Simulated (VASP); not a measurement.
A convergence study with VASP on SiC (zinc blende): one setting is varied, all else stays as given below, so the limit is that of these other settings. ε∞ is the independent-particle value.

```xyz
2
Lattice="0.0000 2.1800 2.1800 2.1800 0.0000 2.1800 2.1800 2.1800 0.0000" Properties=species:S:1:pos:R:3 pbc="T T T"
Si     0.0000     0.0000     0.0000
C      1.0900     1.0900     1.0900
```

Computed with PBE GGA, VASP's PBE PAW potentials (set 64) (plane waves; VASP 6.6.1). The tightest run used: 700 eV cut-off, 9×9×9 Γ-centred mesh, Gaussian smearing of 0.050 eV, potentials Si C.

```tsv
setting	mean ε∞	bands
NBANDS = 5	4.93	5
NBANDS = 6	6.27	6
NBANDS = 8	7.06	8
```

**Question.** These are the cheaper rows. Estimate the results at NBANDS = 132, and how far the last row shown lies from them.

**Answer.** 
```csv
quantity,tightest run,last row shown is off by
mean ε∞,7.28,-0.22
```

Left out are rungs that failed or repeat a setting and relaxations that didn't move; long series are thinned to 24 rows.

The compound is SiC in the zinc blende structure. The cell was not relaxed at this level.
